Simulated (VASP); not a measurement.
Calculation: PW91 GGA, VASP's PBE PAW potentials (set 64) (plane waves; VASP).

VASP input:

**KPOINTS**
```
Automatic mesh
0
Gamma
12 12 8
0 0 0
```

**POSCAR**
```
TiAl
1
    2.8300000000     0.0000000000     0.0000000000
    0.0000000000     2.8300000000     0.0000000000
    0.0000000000     0.0000000000     4.0700000000
Ti Al
1 1
Direct
  0.0000000000   0.0000000000   0.0000000000
  0.5000000000   0.5000000000   0.5000000000
```

INCAR:
```
ALGO  =  Normal
EDIFF  =  1E-6
EDIFFG  =  -0.01
ENCUT  =  520
GGA  =  91
IBRION  =  2
ISIF  =  3
ISMEAR  =  1
LASPH  =  .TRUE.
LCHARG  =  .FALSE.
LMAXMIX  =  4
LREAL  =  .FALSE.
LWAVE  =  .FALSE.
NELM  =  100
NSW  =  60
PREC  =  Accurate
SIGMA  =  0.1
SYSTEM  =  TiAl
```

POTCAR, in this order: Ti_sv Al (PBE.64 set). Program: vasp_std.

What VASP printed:

**OSZICAR**
```
       N       E                     dE             d eps       ncg     rms          rms(c)
DAV:   1     0.899364752884E+02    0.89936E+02   -0.74516E+03  3080   0.138E+03
DAV:   2    -0.815346573703E+01   -0.98090E+02   -0.95574E+02  3110   0.334E+02
DAV:   3    -0.136679959953E+02   -0.55145E+01   -0.53029E+01  4940   0.782E+01
DAV:   4    -0.138491876259E+02   -0.18119E+00   -0.17953E+00  3854   0.119E+01
DAV:   5    -0.138572096735E+02   -0.80220E-02   -0.80142E-02  4455   0.232E+00    0.953E+00
DAV:   6    -0.124612152319E+02    0.13960E+01   -0.12461E+01  3898   0.381E+01    0.334E+00
DAV:   7    -0.123140769034E+02    0.14714E+00   -0.12317E+00  3606   0.119E+01    0.185E+00
DAV:   8    -0.123031582973E+02    0.10919E-01   -0.15262E-01  3528   0.439E+00    0.504E-01
DAV:   9    -0.123013347912E+02    0.18235E-02   -0.27609E-02  3718   0.221E+00    0.216E-01
DAV:  10    -0.123014846102E+02   -0.14982E-03   -0.16151E-03  3859   0.464E-01    0.490E-02
DAV:  11    -0.123014676214E+02    0.16989E-04   -0.39651E-04  4163   0.216E-01    0.425E-02
DAV:  12    -0.123014683793E+02   -0.75789E-06   -0.24131E-05  3582   0.554E-02    0.102E-02
DAV:  13    -0.123014679271E+02    0.45219E-06   -0.10320E-06  2368   0.991E-03
   1 F= -.12301468E+02 E0= -.12301692E+02  d E =-.123015E+02
       N       E                     dE             d eps       ncg     rms          rms(c)
DAV:   1    -0.123150598278E+02   -0.13591E-01   -0.26948E-01  3521   0.799E+00    0.102E+00
DAV:   2    -0.123030643032E+02    0.11996E-01   -0.10689E-01  3734   0.401E+00    0.251E-01
DAV:   3    -0.123012492059E+02    0.18151E-02   -0.11074E-02  3624   0.106E+00    0.814E-02
DAV:   4    -0.123013465774E+02   -0.97372E-04   -0.16710E-03  3603   0.324E-01    0.524E-02
DAV:   5    -0.123015216820E+02   -0.17510E-03   -0.24770E-04  4625   0.109E-01    0.300E-02
DAV:   6    -0.123015945342E+02   -0.72852E-04   -0.16714E-04  4738   0.681E-02    0.132E-02
DAV:   7    -0.123016004980E+02   -0.59638E-05   -0.12435E-05  3822   0.282E-02    0.126E-03
DAV:   8    -0.123016006761E+02   -0.17807E-06   -0.10366E-06  2368   0.954E-03
   2 F= -.12301601E+02 E0= -.12301827E+02  d E =-.132749E-03
       N       E                     dE             d eps       ncg     rms          rms(c)
DAV:   1    -0.123039970303E+02   -0.23965E-02   -0.45168E-02  3545   0.328E+00    0.421E-01
DAV:   2    -0.123019973326E+02    0.19997E-02   -0.18963E-02  3753   0.167E+00    0.106E-01
DAV:   3    -0.123016560334E+02    0.34130E-03   -0.20264E-03  3637   0.452E-01    0.322E-02
DAV:   4    -0.123016724507E+02   -0.16417E-04   -0.27261E-04  3634   0.127E-01    0.208E-02
DAV:   5    -0.123017023586E+02   -0.29908E-04   -0.48920E-05  4599   0.479E-02    0.130E-02
DAV:   6    -0.123017111949E+02   -0.88363E-05   -0.22832E-05  4424   0.278E-02    0.442E-03
DAV:   7    -0.123017118726E+02   -0.67773E-06   -0.22726E-06  2706   0.112E-02
   3 F= -.12301712E+02 E0= -.12301937E+02  d E =-.243945E-03
```

### OUTCAR
```
------------------------ aborting loop because EDIFF is reached ----------------------------------------
  FORCE on cell =-STRESS in cart. coord.  units (eV):
  Direction    XX          YY          ZZ          XY          YZ          ZX
  --------------------------------------------------------------------------------------
  Total        0.0031346      0.0031346      0.0106011      0.0000000      0.0000000      0.0000000
  in kB        0.1547777      0.1547777      0.5234502      0.0000000      0.0000000      0.0000000
  external PRESSURE =       0.2776685 kB  Pullay stress =       0.0000000 kB
  volume of cell :       32.45
      direct lattice vectors                 reciprocal lattice vectors
     2.825523161  0.000000000  0.000000000     0.353916759  0.000000000  0.000000000
     0.000000000  2.825523161  0.000000000     0.000000000  0.353916759  0.000000000
     0.000000000  0.000000000  4.064308248     0.000000000 -0.000000000  0.246044330
 POSITION                                       TOTAL-FORCE (eV/Angst)
 -----------------------------------------------------------------------------------
      0.00000      0.00000      0.00000         0.000000      0.000000      0.000000
      1.41276      1.41276      2.03215         0.000000      0.000000      0.000000
 -----------------------------------------------------------------------------------
    total drift:                                0.000000      0.000000      0.000000
  FREE ENERGIE OF THE ION-ELECTRON SYSTEM (eV)
  ---------------------------------------------------
  free  energy   TOTEN  =       -12.3017118726 eV

  energy  without entropy=      -12.3023882523  energy(sigma->0) =      -12.30193733

 reached required accuracy - stopping structural energy minimisation
```
(Selected blocks of OUTCAR.)

**CONTCAR**
```
TiAl
   1.00000000000000
     2.8255231610954845    0.0000000000000000    0.0000000000000000
     0.0000000000000000    2.8255231610954845    0.0000000000000000
     0.0000000000000000    0.0000000000000000    4.0643082479136510
  Ti              Al
     1     1
Direct
     0.0000000000000000    0.0000000000000000    0.0000000000000000
     0.5000000000000000    0.5000000000000000    0.5000000000000000
```

The compound is TiAl in the L1_0 structure. This run relaxes it. Symmetry was kept, so distortions that lower it aren't found. The electron count is odd and the run is not spin-polarised, which forces a metal.
